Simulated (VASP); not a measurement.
# GeB2C2 (P1) in VASP: band structure with PBE

Aim: the band structure of GeB2C2 with PBE.

Program: VASP 6.6.1. These are calculated values, not measurements. Logs are shortened: lines on timing, memory, paths and dates and some standing lists are left out, and cuts for length are marked.

## (1) Starting point

The typed cell holds 5 atoms: a = 2.754 Å, b = 4.675 Å, c = 5.471 Å, α = 93.73°, β = 90.59°, γ = 90.00°.

The cell was built by a generator and needn't be a form met in nature.

## (2) Band structure, PBE

File POSCAR:

```
GeB2C2
1.0
    2.7541330000      0.0000000000      0.0000000000
   -0.0001650000      4.6749860000      0.0000000000
   -0.0564290000     -0.3560070000      5.4587710000
Ge B C
1 2 2
Direct
    0.9779890000      0.0193660000      0.1660340000
    0.4852150000      0.1708330000      0.5043280000
    0.9842010000      0.6580640000      0.4615110000
    0.9846520000      0.3280800000      0.4758290000
    0.4842800000      0.8310970000      0.4644290000
```

File INCAR.step1:

```
SYSTEM = GeB2C2
  PREC = Accurate
  ENCUT = 520
  EDIFF = 1E-6
  ISMEAR = 0
  SIGMA = 0.1
  LREAL = .False.
  LASPH = .True.
  NELM = 60
  ALGO = Fast
  ISIF = 2
  LWAVE = .False.
  LCHARG = .True.
  GGA = PE
  NBANDS = 22
  KPAR = 2
```

File KPOINTS.step1:

```
regular mesh
0
Gamma
  10 6 6
  0 0 0
```

File INCAR.step2:

```
SYSTEM = GeB2C2
  PREC = Accurate
  ENCUT = 520
  EDIFF = 1E-6
  ISMEAR = 0
  SIGMA = 0.05
  LREAL = .False.
  LASPH = .True.
  NELM = 60
  ALGO = Fast
  ISIF = 2
  LWAVE = .False.
  LCHARG = .False.
  GGA = PE
  NBANDS = 22
  KPAR = 2
  ICHARG = 11
```

File KPOINTS.step2:

```
path XGY,LGZ,NGM,RG
20
line-mode
reciprocal
 0.5000000000  0.0000000000  0.0000000000  X
 0.0000000000  0.0000000000  0.0000000000  G

 0.0000000000  0.0000000000  0.0000000000  G
 0.0000000000 -0.5000000000  0.0000000000  Y

 0.5000000000 -0.5000000000  0.0000000000  L
 0.0000000000  0.0000000000  0.0000000000  G

 0.0000000000  0.0000000000  0.0000000000  G
 0.0000000000  0.5000000000 -0.5000000000  Z

 0.5000000000  0.5000000000 -0.5000000000  N
 0.0000000000  0.0000000000  0.0000000000  G

 0.0000000000  0.0000000000  0.0000000000  G
 0.0000000000  0.0000000000 -0.5000000000  M

 0.5000000000  0.0000000000 -0.5000000000  R
 0.0000000000  0.0000000000  0.0000000000  G
```

Potentials or basis: VASP PAW PBE potentials, release 64 (Ge_d, B, C).

Launch:

```bash
$ cat potpaw_PBE.64/Ge_d/POTCAR potpaw_PBE.64/B/POTCAR potpaw_PBE.64/C/POTCAR > POTCAR
$ cp INCAR.step1 INCAR
$ cp KPOINTS.step1 KPOINTS
$ mpirun -np 2 vasp_std > vasp.out
$ cp INCAR.step2 INCAR
$ cp KPOINTS.step2 KPOINTS
$ mpirun -np 2 vasp_std > vasp.out
```

OUTCAR:

```text
SYSTEM = GeB2C2
   PREC = Accurate
   ENCUT = 520
   EDIFF = 1E-6
   ISMEAR = 0
   LREAL = .False.
   LASPH = .True.
   NELM = 60
   ISIF = 2
   GGA = PE
   ICHARG = 11

 ion  position               nearest neighbor table
   1  0.978  0.019  0.166-   4 2.15   5 2.35   5 2.35   2 2.38   2 2.38   3 2.41
   2  0.485  0.171  0.504-   4 1.57   4 1.57   5 1.59   1 2.38   1 2.38
   3  0.984  0.658  0.462-   4 1.55   5 1.60   5 1.60   1 2.41
   4  0.985  0.328  0.476-   3 1.55   2 1.57   2 1.57   1 2.15
   5  0.484  0.831  0.464-   2 1.59   3 1.60   3 1.60   1 2.35   1 2.35

  LATTYP: Found a triclinic cell.
 ALAT       =     6.0993875665
 B/A-ratio  =     0.4515425475
 C/A-ratio  =     0.7664681006
 COS(alpha) =     0.0000352942
 COS(beta)  =     0.0583832736
 COS(gamma) =     0.4422909629

  Lattice vectors:

 A1 = (  -2.6977040000,   0.3560070000,  -5.4587710000)
 A2 = (  -2.7541330000,   0.0000000000,   0.0000000000)
 A3 = (  -0.0001650000,   4.6749860000,   0.0000000000)

Analysis of symmetry for initial positions (statically):
=====================================================================
 Subroutine PRICEL returns:
 Original cell was already a primitive cell.

 Routine SETGRP: Setting up the symmetry group for a
 triclinic supercell.

 Subroutine GETGRP returns: Found  1 space group operations
 (whereof  1 operations were pure point group operations)
 out of a pool of  2 trial point group operations.

The static configuration has the point symmetry C_1 .

Analysis of symmetry for dynamics (positions and initial velocities):
=====================================================================
 Subroutine PRICEL returns:
 Original cell was already a primitive cell.

 Routine SETGRP: Setting up the symmetry group for a
 triclinic supercell.

 Subroutine GETGRP returns: Found  1 space group operations
 (whereof  1 operations were pure point group operations)
 out of a pool of  2 trial point group operations.

The dynamic configuration has the point symmetry C_1 .

 Subroutine INISYM returns: Found  1 space group operations
 (whereof  1 operations are pure point group operations),
 and found     1 'primitive' translations

----------------------------------------------------------------------------------------

                                     Primitive cell

  volume of cell :      70.2846

  direct lattice vectors                    reciprocal lattice vectors
     2.754133000  0.000000000  0.000000000     0.363090671  0.000012815  0.003754216
    -0.000165000  4.674986000  0.000000000     0.000000000  0.213904384  0.013950294
    -0.056429000 -0.356007000  5.458771000     0.000000000  0.000000000  0.183191418

  length of vectors
     2.754133000  4.674986003  5.470658648     0.363110080  0.214358802  0.183191418

  position of ions in fractional coordinates (direct lattice)
     0.977989000  0.019366000  0.166034000
     0.485215000  0.170833000  0.504328000
     0.984201000  0.658064000  0.461511000
     0.984652000  0.328080000  0.475829000
     0.484280000  0.831097000  0.464429000

  ion indices of the primitive-cell ions
   primitive index   ion index
                 1           1
                 2           2
                 3           3
                 4           4
                 5           5

----------------------------------------------------------------------------------------

 KPOINTS: path XGY,LGZ,NGM,RG

Interpolating k-points between supplied coordinates.

 Line segments in fractional coordinates (reciprocal lattice):
    0.500000  0.000000  0.000000  ...  0.000000  0.000000  0.000000
    0.000000  0.000000  0.000000  ...  0.000000 -0.500000  0.000000
    0.500000 -0.500000  0.000000  ...  0.000000  0.000000  0.000000
    0.000000  0.000000  0.000000  ...  0.000000  0.500000 -0.500000
    0.500000  0.500000 -0.500000  ...  0.000000  0.000000  0.000000
    0.000000  0.000000  0.000000  ...  0.000000  0.000000 -0.500000
    0.500000  0.000000 -0.500000  ...  0.000000  0.000000  0.000000

 Generated    20 points on each line segment, for a total of    140 k-points:

 Following reciprocal coordinates:
            Coordinates               Weight
  0.500000  0.000000  0.000000      0.007143
  0.473684  0.000000  0.000000      0.007143
  0.447368  0.000000  0.000000      0.007143
  0.421053  0.000000  0.000000      0.007143
  0.394737  0.000000  0.000000      0.007143
  0.368421  0.000000  0.000000      0.007143
[... 16 lines left out ...]
  0.000000 -0.052632  0.000000      0.007143
  0.000000 -0.078947  0.000000      0.007143
 [... further k-points ...]
   k-points           NKPTS =    140   k-points in BZ     NKDIM =    140   number of bands    NBANDS=     22
   number of dos      NEDOS =    301   number of ions     NIONS =      5
   total plane-waves  NPLWV =  30240
   dimension x,y,z NGX =    20 NGY =   36 NGZ =   42
   dimension x,y,z NGXF=    40 NGYF=   72 NGZF=   84
   ions per type =               1   2   2
   NGX,Y,Z   is equivalent  to a cutoff of  12.07, 12.80, 12.76 a.u.
   NGXF,Y,Z  is equivalent  to a cutoff of  24.14, 25.60, 25.53 a.u.
 SYSTEM =  GeB2C2
   PREC   = accura    normal or accurate (medium, high low for compatibility)
   ISTART =      0    job   : 0-new  1-cont  2-samecut
   ICHARG =     11    charge: 1-file 2-atom 10-const
   ISPIN  =      1    spin polarized calculation?
   LNONCOLLINEAR =      F non collinear calculations
   LSORBIT =      F    spin-orbit coupling
   LASPH  =      T    aspherical Exc in radial PAW
   ENCUT  =  520.0 eV  38.22 Ry    6.18 a.u.   5.12  8.69 10.17*2*pi/ulx,y,z
   NELM   =     60;   NELMIN=  2; NELMDL=  0     # of ELM steps
   EDIFF  = 0.1E-05   stopping-criterion for ELM
   LREAL  =      F    real-space projection
   EDIFFG = 0.1E-04   stopping-criterion for IOM
   NSW    =      0    number of steps for IOM
   IBRION =     -1    ionic relax: 0-MD 1-quasi-New 2-CG
   NFREE  =      0    steps in history (QN), initial steepest desc. (CG)
   ISIF   =      2    stress and relaxation
   ISYM   =      2    0-nonsym 1-usesym 2-fastsym
   POTIM  = 0.5000    time-step for ionic-motion
   TEBEG  =    0.0;   TEEND  =   0.0 temperature during run
   PSTRESS=    0.0 pullay stress
   NELECT =      28.0000    total number of electrons
   NUPDOWN=      -1.0000    fix difference up-down
   EMIN   =  10.00;   EMAX   =-10.00  energy-range for DOS
   EFERMI =   0.00;   METHOD = LEGACY
   ISMEAR =     0;   SIGMA  =   0.05  broadening in eV -4-tet -1-fermi 0-gaus
   EFERMI_NEDOS =   21; number of points for ismear=-14 and -15
   IALGO  =     68    algorithm
   IMIX   =      4    mixing-type and parameters
     AMIX     =   0.40;   BMIX     =  1.00
     AMIX_MAG =   1.60;   BMIX_MAG =  1.00
  volume/ion in A,a.u.               =      14.06        94.86
  Fermi-wavevector in a.u.,A,eV,Ry     =   1.204594  2.276353 19.742699  1.451047
  Thomas-Fermi vector in A             =   2.340315
   LORBIT       =      0    0 simple, 1 ext, 2 COOP (PROOUT), +10 PAW based schemes
   GGA     = PE    functional components
   LHFCALC =     F    Hartree Fock is set to
   AEXX    =    0.0000 exact exchange contribution
   IVDW    =     0    specifies the selected vdW correction
   LEPSILON=     F    determine dielectric tensor
   LRPA    =     F    only Hartree local field effects (RPA)
 non-spin polarized calculation
 RMM-DIIS sequential band-by-band and
 Gauss-broadening in eV      SIGMA  =   0.05
  energy-cutoff  :      520.00
  volume of cell :       70.28
 maximum number of plane-waves:      1912

 number of electron      28.0000006 magnetization

 Free energy of the ion-electron system (eV)
  ---------------------------------------------------
  ext. energy  EPLUGINS =         0.00000000
  ---------------------------------------------------
  free energy    TOTEN  =       -33.41475356 eV

  energy without entropy =      -33.41473042  energy(sigma->0) =      -33.41474199

 E-fermi :   2.7327     XC(G=0):  -8.9741

 val. band max:        2.6405627834   @ k =   0.5000   0.0000  -0.5000
 cond. band min:       2.8208146488   @ k =   0.3947  -0.3947   0.0000
 fundamental gap:      0.1802518654
 Fermi energy:         2.7327393423

 k-point     1 :       0.5000    0.0000    0.0000
  band No.  band energies     occupation
      1     -22.2900      2.00000
      2     -22.2340      2.00000
      3     -22.2021      2.00000
      4     -22.1651      2.00000
      5     -22.1411      2.00000
      6      -9.2337      2.00000
[... 14 lines left out ...]
     21      12.3414      0.00000
     22      12.4297      0.00000

 k-point     2 :       0.4737    0.0000    0.0000
  band No.  band energies     occupation
      1     -22.2895      2.00000
      2     -22.2335      2.00000
      3     -22.2025      2.00000
      4     -22.1652      2.00000
      5     -22.1420      2.00000
      6      -9.4501      2.00000
[... 14 lines left out ...]
     21      12.1997      0.00000
     22      12.5707      0.00000

 k-point     3 :       0.4474    0.0000    0.0000
  band No.  band energies     occupation
      1     -22.2879      2.00000
      2     -22.2321      2.00000
      3     -22.2037      2.00000
      4     -22.1654      2.00000
      5     -22.1448      2.00000
      6      -9.7638      2.00000
[... 14 lines left out ...]
     21      12.1539      0.00000
     22      12.7279      0.00000

 k-point     4 :       0.4211    0.0000    0.0000
  band No.  band energies     occupation
      1     -22.2854      2.00000
      2     -22.2298      2.00000
      3     -22.2059      2.00000
      4     -22.1657      2.00000
      5     -22.1491      2.00000
      6     -10.0783      2.00000
[... 14 lines left out ...]
     21      12.3305      0.00000
     22      12.8667      0.00000

 k-point     5 :       0.3947    0.0000    0.0000
  band No.  band energies     occupation
      1     -22.2820      2.00000
      2     -22.2267      2.00000
      3     -22.2092      2.00000
      4     -22.1661      2.00000
      5     -22.1546      2.00000
      6     -10.3831      2.00000
[... 417 lines left out ...]
 k-point    22 :       0.0000   -0.0263    0.0000
  band No.  band energies     occupation
      1     -22.3495      2.00000
      2     -22.2124      2.00000
      3     -22.1919      2.00000
      4     -22.1753      2.00000
      5     -22.1603      2.00000
      6     -12.7455      2.00000
[... 14 lines left out ...]
     21      11.6931      0.00000
     22      11.8994      0.00000

 k-point    23 :       0.0000   -0.0526    0.0000
  band No.  band energies     occupation
      1     -22.3495      2.00000
      2     -22.2124      2.00000
      3     -22.1920      2.00000
      4     -22.1753      2.00000
      5     -22.1603      2.00000
      6     -12.7371      2.00000
[... 14 lines left out ...]
     21      11.6993      0.00000
     22      11.8844      0.00000

 k-point    24 :       0.0000   -0.0789    0.0000
  band No.  band energies     occupation
      1     -22.3495      2.00000
      2     -22.2124      2.00000
      3     -22.1920      2.00000
      4     -22.1753      2.00000
      5     -22.1603      2.00000
      6     -12.7231      2.00000
[... 14 lines left out ...]
     21      11.7081      0.00000
     22      11.8632      0.00000

 [... further k-points ...]

------------------------ aborting loop because EDIFF is reached ----------------------------------------

  FORCE on cell =-STRESS in cart. coord.  units (eV):
  Direction    XX          YY          ZZ          XY          YZ          ZX
  --------------------------------------------------------------------------------------
  -------------------------------------------------------------------------------------
  Total      -10.6973773     -1.7610284     -3.3318566     -0.0124962      0.0071512     -0.3202733
  in kB     -243.8528289    -40.1436476    -75.9515746     -0.2848576      0.1630152     -7.3008121
  external PRESSURE =    -119.9826837 kB  Pullay stress =       0.0000000 kB

 VOLUME and BASIS-vectors are now :
 -----------------------------------------------------------------------------
  energy-cutoff  :      520.00
  volume of cell :       70.28
      direct lattice vectors                 reciprocal lattice vectors
     2.754133000  0.000000000  0.000000000     0.363090671  0.000012815  0.003754216
    -0.000165000  4.674986000  0.000000000     0.000000000  0.213904384  0.013950294
    -0.056429000 -0.356007000  5.458771000     0.000000000  0.000000000  0.183191418

 POSITION                                       TOTAL-FORCE (eV/Angst)
 -----------------------------------------------------------------------------------
      2.68414      0.03143      0.90634        -0.002449      0.159116     -0.900586
      1.30786      0.61910      2.75301        -0.011946      1.614013     -0.083503
      2.68447      2.91214      2.51928        -0.001972      2.185715      0.476042
      2.68496      1.36437      2.59744         0.016232     -2.254629      0.669517
      1.30743      3.72003      2.53521         0.000136     -1.704215     -0.161471
 -----------------------------------------------------------------------------------
    total drift:                               -0.003926     -0.076259      0.464730

  FREE ENERGIE OF THE ION-ELECTRON SYSTEM (eV)
  ---------------------------------------------------
  free  energy   TOTEN  =       -33.4147535617 eV

  energy  without entropy=      -33.4147304226  energy(sigma->0) =      -33.41474199
```

It took 3.9 min on 2 MPI ranks of Intel Xeon Platinum 8259CL at 2.50GHz (Skylake/Cascade Lake), shared host; peak memory 0.37 GiB.

What came out:

```yaml
Band_gap_on_the_k_mesh: 0.18 eV, indirect (least direct gap 1.24 eV)
Band_gap_along_the_path: 0.18 eV, indirect (least direct gap 1.32 eV)
```

Levels at the corners of the path, in eV from the valence-band top:
| point | band 10 | band 11 | band 12 | band 13 | band 14 | band 15 | band 16 | band 17 | band 18 | band 19 |
| --- | --- | --- | --- | --- | --- | --- | --- | --- | --- | --- |
| X | -5.64 | -5.28 | -3.91 | -3.22 | -0.58 | 1.01 | 2.02 | 3.47 | 5.31 | 6.87 |
| Γ | -4.16 | -3.17 | -2.19 | -0.19 | -0.04 | 1.84 | 3.02 | 5.92 | 6.05 | 7.74 |
| Γ | -4.16 | -3.17 | -2.19 | -0.19 | -0.04 | 1.84 | 3.02 | 5.92 | 6.05 | 7.74 |
| Y | -3.74 | -3.45 | -3.34 | -2.18 | -1.77 | 0.99 | 5.84 | 6.44 | 6.79 | 8.37 |
| L | -4.11 | -3.33 | -3.06 | -2.56 | -1.13 | 1.00 | 1.69 | 2.81 | 4.45 | 6.57 |
| Γ | -4.16 | -3.17 | -2.19 | -0.19 | -0.04 | 1.84 | 3.02 | 5.92 | 6.05 | 7.74 |
| Γ | -4.16 | -3.17 | -2.19 | -0.19 | -0.04 | 1.84 | 3.02 | 5.92 | 6.05 | 7.74 |
| Z | -3.75 | -3.55 | -2.17 | -2.04 | -1.77 | 2.38 | 3.70 | 6.12 | 6.61 | 7.11 |
| N | -4.42 | -3.64 | -3.08 | -2.59 | -1.34 | 1.37 | 2.77 | 3.22 | 5.52 | 6.20 |
| Γ | -4.16 | -3.17 | -2.19 | -0.19 | -0.04 | 1.84 | 3.02 | 5.92 | 6.05 | 7.74 |
| Γ | -4.16 | -3.17 | -2.19 | -0.19 | -0.04 | 1.84 | 3.02 | 5.92 | 6.05 | 7.74 |
| M | -3.16 | -2.93 | -2.44 | -0.19 | -0.04 | 1.73 | 3.43 | 3.95 | 6.83 | 7.53 |
| R | -5.70 | -5.30 | -4.20 | -3.55 | 0.00 | 1.82 | 1.97 | 3.73 | 5.26 | 7.65 |
| Γ | -4.16 | -3.17 | -2.19 | -0.19 | -0.04 | 1.84 | 3.02 | 5.92 | 6.05 | 7.74 |

Caveat: the log is that of the step along the path at fixed density, whose energy, stress, charges and moments have no meaning. PBE gaps usually lie below the measured ones, often by a third to a half.
